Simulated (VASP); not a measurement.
Method: r2SCAN meta-GGA, VASP's PBE PAW potentials (set 64) (plane waves; VASP).

VASP input:

### POSCAR
```
AgSb
1
    0.0000000000     3.0488770000     3.0488770000
    3.0488770000     0.0000000000     3.0488770000
    3.0488770000     3.0488770000     0.0000000000
Sb Ag
1 1
Direct
  0.0000000000   0.0000000000   0.0000000000
  0.5000000000   0.5000000000   0.5000000000
```

### INCAR
```
# general
SYSTEM  = AgSb
PREC    = Accurate
ENCUT   = 400
LREAL   = F
LASPH   = T

# electronic loop
EDIFF   = 1E-6
NELM    = 100
ALGO    = Normal
LMAXMIX = 4
LMIXTAU = T

# smearing
ISMEAR  = 1
SIGMA   = 0.1

# functional
METAGGA = R2SCAN

# ions
IBRION  = 2
NSW     = 60
ISIF    = 3
EDIFFG  = -0.01

# output
LWAVE   = F
LCHARG  = F
```

File KPOINTS:
```
K-points
0
G
9 9 9
0 0 0
```

POTCAR, in this order: Sb Ag (PBE.64 set). Program: vasp_std.

Output of the run:

**OSZICAR**
```
       N       E                     dE             d eps       ncg     rms          rms(c)
DAV:   1     0.181894121513E+02    0.18189E+02   -0.59084E+03   848   0.922E+02
DAV:   2    -0.491317826719E+02   -0.67321E+02   -0.62816E+02   936   0.196E+02
DAV:   3    -0.506919846198E+02   -0.15602E+01   -0.15431E+01   960   0.327E+01
DAV:   4    -0.507017643746E+02   -0.97798E-02   -0.97785E-02   956   0.290E+00
DAV:   5    -0.507018907378E+02   -0.12636E-03   -0.12636E-03  1008   0.344E-01    0.466E+00
DAV:   6    -0.462732792213E+02    0.44286E+01   -0.66412E+00   884   0.329E+01    0.562E+00
DAV:   7    -0.463423365385E+02   -0.69057E-01   -0.51244E-01   872   0.832E+00    0.267E+00
DAV:   8    -0.462888558261E+02    0.53481E-01   -0.17931E-01   868   0.427E+00    0.559E-01
DAV:   9    -0.462970743387E+02   -0.82185E-02   -0.15607E-01   880   0.340E+00    0.163E-01
DAV:  10    -0.463371802918E+02   -0.40106E-01   -0.17000E-02   856   0.115E+00    0.144E-01
DAV:  11    -0.463403515256E+02   -0.31712E-02   -0.13887E-02   888   0.114E+00    0.117E-01
DAV:  12    -0.463414913174E+02   -0.11398E-02   -0.20895E-03   864   0.519E-01    0.299E-02
DAV:  13    -0.463416284787E+02   -0.13716E-03   -0.32773E-04   924   0.227E-01    0.179E-02
DAV:  14    -0.463415695597E+02    0.58919E-04   -0.24394E-04   848   0.226E-01    0.888E-03
DAV:  15    -0.463417070346E+02   -0.13747E-03   -0.97214E-05   864   0.143E-01    0.323E-03
DAV:  16    -0.463417127909E+02   -0.57563E-05   -0.22462E-06   976   0.196E-02    0.297E-03
DAV:  17    -0.463417116266E+02    0.11643E-05   -0.71251E-07   556   0.119E-02    0.207E-03
DAV:  18    -0.463417129093E+02   -0.12827E-05   -0.29636E-07   472   0.788E-03    0.276E-04
DAV:  19    -0.463417124838E+02    0.42549E-06   -0.45771E-08   440   0.309E-03
   1 F= -.46341712E+02 E0= -.46341869E+02  d E =-.463417E+02
       N       E                     dE             d eps       ncg     rms          rms(c)
DAV:   1    -0.569543040582E+02   -0.10613E+02   -0.13946E+02   912   0.134E+02    0.236E+01
DAV:   2    -0.480156206899E+02    0.89387E+01   -0.75071E+01   840   0.101E+02    0.921E+00
DAV:   3    -0.468256816293E+02    0.11899E+01   -0.41913E+00   852   0.288E+01    0.320E+00
DAV:   4    -0.466018482644E+02    0.22383E+00   -0.82419E-01   880   0.763E+00    0.210E+00
DAV:   5    -0.465197804429E+02    0.82068E-01   -0.17866E-01   848   0.464E+00    0.886E-01
DAV:   6    -0.465809779246E+02   -0.61197E-01   -0.27414E-01   884   0.448E+00    0.402E-01
DAV:   7    -0.466222289241E+02   -0.41251E-01   -0.24579E-02   844   0.157E+00    0.240E-01
DAV:   8    -0.466237397282E+02   -0.15108E-02   -0.52716E-03   900   0.569E-01    0.498E-02
DAV:   9    -0.466234488778E+02    0.29085E-03   -0.14486E-03   848   0.532E-01    0.573E-02
DAV:  10    -0.466239970374E+02   -0.54816E-03   -0.97995E-04   840   0.450E-01    0.949E-03
DAV:  11    -0.466240714987E+02   -0.74461E-04   -0.19111E-04   844   0.224E-01    0.953E-03
DAV:  12    -0.466241039435E+02   -0.32445E-04   -0.64227E-05   840   0.136E-01    0.319E-03
DAV:  13    -0.466241177248E+02   -0.13781E-04   -0.12908E-05   848   0.632E-02    0.149E-03
DAV:  14    -0.466241169559E+02    0.76885E-06   -0.37248E-06   844   0.326E-02
   2 F= -.46624117E+02 E0= -.46624150E+02  d E =-.282404E+00
       N       E                     dE             d eps       ncg     rms          rms(c)
DAV:   1    -0.469204423074E+02   -0.29632E+00   -0.45526E+00   896   0.270E+01    0.404E+00
DAV:   2    -0.466375120681E+02    0.28293E+00   -0.99746E-01   852   0.136E+01    0.149E+00
DAV:   3    -0.466465980868E+02   -0.90860E-02   -0.20612E-02   860   0.137E+00    0.944E-01
DAV:   4    -0.466205494303E+02    0.26049E-01   -0.65479E-02   880   0.201E+00    0.189E-01
DAV:   5    -0.466428428070E+02   -0.22293E-01   -0.17481E-02   860   0.128E+00    0.115E-01
DAV:   6    -0.466412644323E+02    0.15784E-02   -0.96226E-04   856   0.310E-01    0.881E-02
DAV:   7    -0.466429398415E+02   -0.16754E-02   -0.15445E-03   884   0.420E-01    0.180E-02
DAV:   8    -0.466429057806E+02    0.34061E-04   -0.10447E-04   848   0.125E-01    0.172E-02
DAV:   9    -0.466429080899E+02   -0.23093E-05   -0.12843E-06   812   0.998E-03    0.183E-02
DAV:  10    -0.466429696443E+02   -0.61554E-04   -0.31452E-05   844   0.822E-02    0.181E-02
DAV:  11    -0.466429749111E+02   -0.52668E-05   -0.72650E-06   908   0.375E-02    0.196E-02
DAV:  12    -0.466429793322E+02   -0.44210E-05   -0.68353E-06   840   0.424E-02    0.244E-02
DAV:  13    -0.466429801951E+02   -0.86298E-06   -0.15996E-07   420   0.555E-03
   3 F= -.46642980E+02 E0= -.46642921E+02  d E =-.301268E+00
```

File OUTCAR:
```
------------------------ aborting loop because EDIFF is reached ----------------------------------------
  FORCE on cell =-STRESS in cart. coord.  units (eV):
  Direction    XX          YY          ZZ          XY          YZ          ZX
  --------------------------------------------------------------------------------------
  Total        0.0131215      0.0131215      0.0131215      0.0000000     -0.0000000      0.0000000
  in kB        0.4455172      0.4455172      0.4455172      0.0000000     -0.0000000      0.0000000
  external PRESSURE =       0.4455172 kB  Pullay stress =       0.0000000 kB
  volume of cell :       47.19
      direct lattice vectors                 reciprocal lattice vectors
    -0.000000000  2.868136034  2.868136034    -0.174329249  0.174329249  0.174329249
     2.868136034 -0.000000000  2.868136034     0.174329249 -0.174329249  0.174329249
     2.868136034  2.868136034  0.000000000     0.174329249  0.174329249 -0.174329249
 POSITION                                       TOTAL-FORCE (eV/Angst)
 -----------------------------------------------------------------------------------
      0.00000      0.00000      0.00000         0.000000     -0.000000     -0.000000
      2.86814      2.86814      2.86814        -0.000000      0.000000      0.000000
 -----------------------------------------------------------------------------------
    total drift:                                0.000000      0.000000      0.000000
  FREE ENERGIE OF THE ION-ELECTRON SYSTEM (eV)
  ---------------------------------------------------
  free  energy   TOTEN  =       -46.6429801951 eV

  energy  without entropy=      -46.6428035692  energy(sigma->0) =      -46.64292132

 reached required accuracy - stopping structural energy minimisation
```
(Selected blocks of OUTCAR.)

File CONTCAR:
```
AgSb
   1.00000000000000
    -0.0000000000000000    2.8681360337298241    2.8681360337298241
     2.8681360337298241   -0.0000000000000000    2.8681360337298241
     2.8681360337298241    2.8681360337298241    0.0000000000000000
  Sb              Ag
     1     1
Direct
     0.0000000000000000    0.0000000000000000    0.0000000000000000
     0.5000000000000000    0.5000000000000000    0.5000000000000000
```

File OUTCAR:
```
 val. band max:        7.2093692833   @ k =   0.3333   0.2222   0.0000

 cond. band min:       7.2651713036   @ k =   0.4444   0.2222   0.0000


 Fermi energy:         7.2257149898

 k-point     1 :       0.0000    0.0000    0.0000
  band No.  band energies     occupation
      1      -4.2443      2.00000
      2       2.2595      2.00000
      3       2.2595      2.00000
      4       2.3039      2.00000
      5       2.3040      2.00000
      6       2.3040      2.00000
      7       8.4091     -0.00000
      8       8.4091     -0.00000
      9       8.4091     -0.00000
     10      12.0818      0.00000
     11      16.2279      0.00000
     12      16.2279      0.00000

 k-point     2 :       0.1111    0.0000    0.0000
  band No.  band energies     occupation
      1      -4.0876      2.00000
      2       2.1795      2.00000
      3       2.1795      2.00000
      4       2.2639      2.00000
      5       2.3318      2.00000
      6       2.3318      2.00000
      7       7.3444     -0.07045
      8       8.5468     -0.00000
      9       8.5468     -0.00000
     10      12.9107      0.00000
     11      15.1089      0.00000
     12      16.0531      0.00000

 k-point     3 :       0.2222    0.0000    0.0000
  band No.  band energies     occupation
      1      -3.6349      2.00000
      2       1.9799      2.00000
      3       1.9799      2.00000
      4       2.1114      2.00000
      5       2.4141      2.00000
      6       2.4141      2.00000
      7       5.5871      2.00000
      8       8.9038     -0.00000
      9       8.9038     -0.00000
     10      12.9700      0.00000
     11      14.8789      0.00000
     12      14.8789      0.00000

 k-point     4 :       0.3333    0.0000    0.0000
  band No.  band energies     occupation
      1      -2.9610      2.00000
      2       1.7155      2.00000
      3       1.7711      2.00000
      4       1.7711      2.00000
      5       2.5117      2.00000
      6       2.5117      2.00000
...
```

Energy and stress use the plane-wave basis of the starting cell. Unless said otherwise, spin-orbit coupling is left out, though it shifts the bands of the heavy elements here.

The structure was generated: AgSb was put into the rocksalt type (Fm-3m), which need not be its known phase. This run relaxes it. Symmetry was kept, so distortions that lower it aren't found.
